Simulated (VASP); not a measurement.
AlN (wurtzite), at 0.96 of the tabulated volume:

```
CELL_PARAMETERS angstrom
      1.53398    -2.65694     0.00000
      1.53398     2.65694     0.00000
      0.00000     0.00000     4.91269
ATOMIC_POSITIONS crystal
  Al 0.66667 0.33333 0.50000
  Al 0.33333 0.66667 0.00000
  N  0.66667 0.33333 0.88200
  N  0.33333 0.66667 0.38200
```

The lowest empty band near Γ, direction c, from PBE with spin-orbit coupling in VASP (PAW); its two spin partners are averaged. The gap over the points computed is 4.58 eV, and the next band on that side lies 2.45 eV away at the edge.

Run with 520 eV cut-off, 9×9×5 Γ-centred mesh, Gaussian smearing of 0.050 eV, potentials Al N.

| distance from the edge in k (1/Å) | distance in energy (meV) |
|---|---|
| 0.018 | 4.0 |
| 0.025 | 7.7 |
| 0.035 | 15.1 |
| 0.050 | 30.6 |
| 0.070 | 59.4 |

Q: Fit E(1 + αE) = ħ²k²/2m* (ħ²/2m0 = 3.810 eV Å²) and predict the row at 0.095 1/Å.

A: Least squares on the energies gives the electron mass m* = 0.308 m0 and α = 0.35 per eV, and so 107.6 meV. The run gave 107.8 meV, +0.2 meV from the fit.

Left out are points under 3 meV from the edge, since the levels carry 0.1 meV, and points farther than half the way to the next band.

The compound is AlN in the wurtzite structure. The cell was not relaxed at this level.
